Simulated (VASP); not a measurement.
# TcSe2 (Fm-3m) in VASP: further runs

The runs below take TcSe2 through single point, with PBE+U.

Program: VASP 6.6.1. These are calculated values, not measurements. Logs are shortened: lines on timing, memory, paths and dates and some standing lists are left out, and cuts for length are marked.

### 1 The structure

The structure is cubic, space group Fm-3m (No. 225). Conventional cell: a = 6.291 Å, b = 6.291 Å, c = 6.291 Å, α = 90.00°, β = 90.00°, γ = 90.00°. Tc (site symmetry m-3m) has 8 Se at 2.72 Å as nearest neighbours. Se (site symmetry -43m) has 4 Tc at 2.72 Å as nearest neighbours.

The cell comes from a database or a generator and needn't be the stable form of this composition.

### 2 Single point, PBE+U

INCAR reads:

```
SYSTEM = TcSe2
PREC = Accurate
ENCUT = 520
EDIFF = 1E-7
ISMEAR = 0
SIGMA = 0.05
LREAL = .False.
LASPH = .True.
NELM = 80
ALGO = Fast
ISIF = 2
LWAVE = .False.
LCHARG = .True.
LMAXMIX = 4
LDAU = .True.
LDAUTYPE = 2
LDAUL = 2 -1
LDAUU = 8 0
LDAUJ = 0 0
LDAUPRINT = 1
GGA = PE
LELF = .True.
LVHAR = .True.
```

KPOINTS reads:

```
regular mesh
0
Gamma
  5 5 5
  0 0 0
```

POSCAR reads:

```
TcSe2
1.0
    0.0000000000      3.1457489900      3.1457489900
    3.1457489900      0.0000000000      3.1457489900
    3.1457489900      3.1457489900      0.0000000000
Tc Se
1 2
Direct
    0.0000000000      0.0000000000      0.0000000000
    0.2500000000      0.2500000000      0.2500000000
    0.7500000000      0.7500000000      0.7500000000
```

Potentials or basis: VASP PAW PBE potentials, release 64 (Tc_pv, Se).

Started as:

```bash
$ cat potpaw_PBE.64/Tc_pv/POTCAR potpaw_PBE.64/Se/POTCAR > POTCAR
$ mpirun -np 1 vasp_std > vasp.out
```

OUTCAR:

```text
SYSTEM = TcSe2
   PREC = Accurate
   ENCUT = 520
   EDIFF = 1E-7
   ISMEAR = 0
   LREAL = .False.
   LASPH = .True.
   NELM = 80
   ISIF = 2
   GGA = PE

 ion  position               nearest neighbor table
   1  0.000  0.000  0.000-   2 2.72   3 2.72   3 2.72   3 2.72   3 2.72   2 2.72   2 2.72   2 2.72

   2  0.250  0.250  0.250-   1 2.72   1 2.72   1 2.72   1 2.72
   3  0.750  0.750  0.750-   1 2.72   1 2.72   1 2.72   1 2.72

  LATTYP: Found a face centered cubic cell.
 ALAT       =     6.2914979800

  Lattice vectors:

 A1 = (   0.0000000000,   3.1457489900,   3.1457489900)
 A2 = (   3.1457489900,   0.0000000000,   3.1457489900)
 A3 = (   3.1457489900,   3.1457489900,   0.0000000000)

Analysis of symmetry for initial positions (statically):
=====================================================================
 Subroutine PRICEL returns:
 Original cell was already a primitive cell.

 Routine SETGRP: Setting up the symmetry group for a
 face centered cubic supercell.

 Subroutine GETGRP returns: Found 48 space group operations
 (whereof 48 operations were pure point group operations)
 out of a pool of 48 trial point group operations.

The static configuration has the point symmetry O_h .

Analysis of symmetry for dynamics (positions and initial velocities):
=====================================================================
 Subroutine PRICEL returns:
 Original cell was already a primitive cell.

 Routine SETGRP: Setting up the symmetry group for a
 face centered cubic supercell.

 Subroutine GETGRP returns: Found 48 space group operations
 (whereof 48 operations were pure point group operations)
 out of a pool of 48 trial point group operations.

The dynamic configuration has the point symmetry O_h .

 Subroutine INISYM returns: Found 48 space group operations
 (whereof 48 operations are pure point group operations),
 and found     1 'primitive' translations

----------------------------------------------------------------------------------------

                                     Primitive cell

  volume of cell :      62.2590

  direct lattice vectors                    reciprocal lattice vectors
     0.000000000  3.145748990  3.145748990    -0.158944659  0.158944659  0.158944659
     3.145748990  0.000000000  3.145748990     0.158944659 -0.158944659  0.158944659
     3.145748990  3.145748990  0.000000000     0.158944659  0.158944659 -0.158944659

  length of vectors
     4.448760885  4.448760885  4.448760885     0.275300225  0.275300225  0.275300225

  position of ions in fractional coordinates (direct lattice)
     0.000000000  0.000000000  0.000000000
     0.250000000  0.250000000  0.250000000
     0.750000000  0.750000000  0.750000000

  ion indices of the primitive-cell ions
   primitive index   ion index
                 1           1
                 2           2
                 3           3

----------------------------------------------------------------------------------------

 KPOINTS: regular mesh

Automatic generation of k-mesh.
 Grid dimensions read from file:
 generate k-points for:    5    5    5

 Generating k-lattice:

  Cartesian coordinates                     Fractional coordinates (reciprocal lattice)
    -0.031788932  0.031788932  0.031788932     0.200000000  0.000000000  0.000000000
     0.031788932 -0.031788932  0.031788932     0.000000000  0.200000000  0.000000000
     0.031788932  0.031788932 -0.031788932     0.000000000  0.000000000  0.200000000

  Length of vectors
     0.055060045  0.055060045  0.055060045

  Shift w.r.t. Gamma in fractional coordinates (k-lattice)
     0.000000000  0.000000000  0.000000000

 Subroutine IBZKPT returns following result:
 ===========================================

 Found     10 irreducible k-points:

[... 24 lines left out ...]
   ISPIN  =      1    spin polarized calculation?
   LNONCOLLINEAR =      F non collinear calculations
   LSORBIT =      F    spin-orbit coupling
   LASPH  =      T    aspherical Exc in radial PAW
   ENCUT  =  520.0 eV  38.22 Ry    6.18 a.u.   8.27  8.27  8.27*2*pi/ulx,y,z
   NELM   =     80;   NELMIN=  2; NELMDL= -5     # of ELM steps
   EDIFF  = 0.1E-06   stopping-criterion for ELM
   LREAL  =      F    real-space projection
   EDIFFG = 0.1E-05   stopping-criterion for IOM
   NSW    =      0    number of steps for IOM
   IBRION =     -1    ionic relax: 0-MD 1-quasi-New 2-CG
   NFREE  =      0    steps in history (QN), initial steepest desc. (CG)
   ISIF   =      2    stress and relaxation
   ISYM   =      2    0-nonsym 1-usesym 2-fastsym
   POTIM  = 0.5000    time-step for ionic-motion
   TEBEG  =    0.0;   TEEND  =   0.0 temperature during run
   PSTRESS=    0.0 pullay stress
   NELECT =      25.0000    total number of electrons
   NUPDOWN=      -1.0000    fix difference up-down
   EMIN   =  10.00;   EMAX   =-10.00  energy-range for DOS
   EFERMI =   0.00;   METHOD = LEGACY
   ISMEAR =     0;   SIGMA  =   0.05  broadening in eV -4-tet -1-fermi 0-gaus
   EFERMI_NEDOS =   21; number of points for ismear=-14 and -15
   IALGO  =     68    algorithm
   IMIX   =      4    mixing-type and parameters
     AMIX     =   0.40;   BMIX     =  1.00
     AMIX_MAG =   1.60;   BMIX_MAG =  1.00
  volume/ion in A,a.u.               =      20.75       140.05
  Fermi-wavevector in a.u.,A,eV,Ry     =   1.207779  2.282371 19.847225  1.458730
  Thomas-Fermi vector in A             =   2.343406
   LORBIT       =      0    0 simple, 1 ext, 2 COOP (PROOUT), +10 PAW based schemes
 LDA+U is selected, type is set to LDAUTYPE =  2
   angular momentum for each species LDAUL =     2   -1
   U (eV)           for each species LDAUU =   8.0  0.0
   J (eV)           for each species LDAUJ =   0.0  0.0
   GGA     = PE    functional components
   LHFCALC =     F    Hartree Fock is set to
   AEXX    =    0.0000 exact exchange contribution
   IVDW    =     0    specifies the selected vdW correction
   LEPSILON=     F    determine dielectric tensor
   LRPA    =     F    only Hartree local field effects (RPA)
 non-spin polarized calculation
 RMM-DIIS sequential band-by-band and
 Gauss-broadening in eV      SIGMA  =   0.05
  energy-cutoff  :      520.00
  volume of cell :       62.26
 maximum number of plane-waves:      1692
 NGX is ok and might be reduce to    36
   NGX = 17   NGY = 17   NGZ = 17

atom =   1  type =  1  l = 2

 onsite density matrix

spin component  1

  0.2459  0.0000 -0.0000  0.0000 -0.0000
  0.0000  0.2459 -0.0000  0.0000 -0.0000
 -0.0000 -0.0000  0.8985 -0.0000  0.0000
  0.0000  0.0000 -0.0000  0.2459  0.0000
 -0.0000 -0.0000  0.0000  0.0000  0.8985

spin component  2

  0.2459  0.0000 -0.0000  0.0000 -0.0000
  0.0000  0.2459 -0.0000  0.0000 -0.0000
 -0.0000 -0.0000  0.8985 -0.0000  0.0000
  0.0000  0.0000 -0.0000  0.2459  0.0000
 -0.0000 -0.0000  0.0000  0.0000  0.8985

 occupancies and eigenvectors

  o =  0.2459  v =  0.0000 -0.6208  0.0000 -0.7839 -0.0000  0.0000  0.0000  0.0000  0.0000  0.0000      0.0000  0.0000  0.0000  0.0000  0.0000  0.0000  0.0000  0.0000  0.0000  0.0000
  o =  0.2459  v =  0.0000  0.0000  0.0000  0.0000  0.0000  0.0000 -0.6208  0.0000 -0.7839 -0.0000      0.0000  0.0000  0.0000  0.0000  0.0000  0.0000  0.0000  0.0000  0.0000  0.0000
  o =  0.2459  v =  0.0000  0.7839 -0.0000 -0.6208  0.0000  0.0000  0.0000  0.0000  0.0000  0.0000      0.0000  0.0000  0.0000  0.0000  0.0000  0.0000  0.0000  0.0000  0.0000  0.0000
  o =  0.2459  v =  0.0000  0.0000  0.0000  0.0000  0.0000  0.0000  0.7839 -0.0000 -0.6208  0.0000      0.0000  0.0000  0.0000  0.0000  0.0000  0.0000  0.0000  0.0000  0.0000  0.0000
  o =  0.2459  v =  0.0000  0.0000  0.0000  0.0000  0.0000  1.0000  0.0000  0.0000  0.0000  0.0000      0.0000  0.0000  0.0000  0.0000  0.0000  0.0000  0.0000  0.0000  0.0000  0.0000
  o =  0.2459  v =  1.0000  0.0000  0.0000  0.0000  0.0000  0.0000  0.0000  0.0000  0.0000  0.0000      0.0000  0.0000  0.0000  0.0000  0.0000  0.0000  0.0000  0.0000  0.0000  0.0000
  o =  0.8985  v =  0.0000  0.0000  0.0000  0.0000  0.0000  0.0000  0.0000 -0.9973  0.0000 -0.0739      0.0000  0.0000  0.0000  0.0000  0.0000  0.0000  0.0000  0.0000  0.0000  0.0000
  o =  0.8985  v =  0.0000  0.0000 -0.9973  0.0000 -0.0739  0.0000  0.0000  0.0000  0.0000  0.0000      0.0000  0.0000  0.0000  0.0000  0.0000  0.0000  0.0000  0.0000  0.0000  0.0000
  o =  0.8985  v =  0.0000 -0.0000 -0.0739  0.0000  0.9973  0.0000  0.0000  0.0000  0.0000  0.0000      0.0000  0.0000  0.0000  0.0000  0.0000  0.0000  0.0000  0.0000  0.0000  0.0000
  o =  0.8985  v =  0.0000  0.0000  0.0000  0.0000  0.0000  0.0000 -0.0000 -0.0739  0.0000  0.9973      0.0000  0.0000  0.0000  0.0000  0.0000  0.0000  0.0000  0.0000  0.0000  0.0000

 number of electron      25.0000000 magnetization

 Free energy of the ion-electron system (eV)
  ---------------------------------------------------
  ext. energy  EPLUGINS =         0.00000000
  ---------------------------------------------------
  free energy    TOTEN  =        -9.59481218 eV

  energy without entropy =       -9.59160045  energy(sigma->0) =       -9.59320631

 E-fermi :   5.5373     XC(G=0): -10.5302

 val. band max:        5.5305868720   @ k =  -0.2000   0.2000   0.0000
 cond. band min:       5.6568877207   @ k =   0.2000   0.2000   0.0000
 fundamental gap:      0.1263008487
 Fermi energy:         5.5373406634

 k-point     1 :       0.0000    0.0000    0.0000
  band No.  band energies     occupation
      1     -32.9688      2.00000
      2     -32.9687      2.00000
      3     -32.9686      2.00000
      4      -8.7515      2.00000
      5      -5.0706      2.00000
      6       1.3906      2.00000
[... 167 lines left out ...]
      3     -32.9712      2.00000
      4      -7.1964      2.00000
      5      -6.6702      2.00000
      6       0.0709      2.00000
[... 8 lines left out ...]
     15       8.6827      0.00000
     16       9.8134      0.00000

------------------------ aborting loop because EDIFF is reached ----------------------------------------

  FORCE on cell =-STRESS in cart. coord.  units (eV):
  Direction    XX          YY          ZZ          XY          YZ          ZX
  --------------------------------------------------------------------------------------
  -------------------------------------------------------------------------------------
  Total       -0.0038292     -0.0038292     -0.0038292      0.0000000     -0.0000000      0.0000000
  in kB       -0.0985411     -0.0985411     -0.0985411      0.0000000     -0.0000000      0.0000000
  external PRESSURE =      -0.0985411 kB  Pullay stress =       0.0000000 kB

 VOLUME and BASIS-vectors are now :
 -----------------------------------------------------------------------------
  energy-cutoff  :      520.00
  volume of cell :       62.26
      direct lattice vectors                 reciprocal lattice vectors
     0.000000000  3.145748990  3.145748990    -0.158944659  0.158944659  0.158944659
     3.145748990  0.000000000  3.145748990     0.158944659 -0.158944659  0.158944659
     3.145748990  3.145748990  0.000000000     0.158944659  0.158944659 -0.158944659

 POSITION                                       TOTAL-FORCE (eV/Angst)
 -----------------------------------------------------------------------------------
      0.00000      0.00000      0.00000         0.000000     -0.000000     -0.000000
      1.57287      1.57287      1.57287        -0.000000     -0.000000     -0.000000
      4.71862      4.71862      4.71862         0.000000      0.000000      0.000000
 -----------------------------------------------------------------------------------
    total drift:                               -0.000000      0.000000      0.000000

  FREE ENERGIE OF THE ION-ELECTRON SYSTEM (eV)
  ---------------------------------------------------
  free  energy   TOTEN  =        -9.5948121764 eV

  energy  without entropy=       -9.5916004461  energy(sigma->0) =       -9.59320631
```

Run time: 28 s. Hardware: 1 thread of AMD EPYC 7R43 (Zen 3), shared host; peak memory 0.17 GiB.

Results:

- Free energy: -9.5948 eV
- Pressure: 0.0 GPa
- Band gap on the k mesh: none (metal or under the smearing width)

Levels at points of the mesh, in eV from the Fermi level:
| k point | band 9 | band 10 | band 11 | band 12 | band 13 | band 14 | band 15 | band 16 |
| --- | --- | --- | --- | --- | --- | --- | --- | --- |
| (0.00, 0.00, 0.00) | -3.39 | -3.39 | 0.36 | 0.36 | 0.36 | 4.43 | 4.43 | 4.43 |

Eigenvalues of the final occupation matrices:
| site | spin | trace | eigenvalues |
| --- | --- | --- | --- |
| site 1 d | 1 | 2.53 | 0.25 0.25 0.25 0.90 0.90 |
| site 1 d | 2 | 2.53 | 0.25 0.25 0.25 0.90 0.90 |

Caveat: U without spin polarisation on a metal has little footing.

(Part 1 of 2 ends here.)
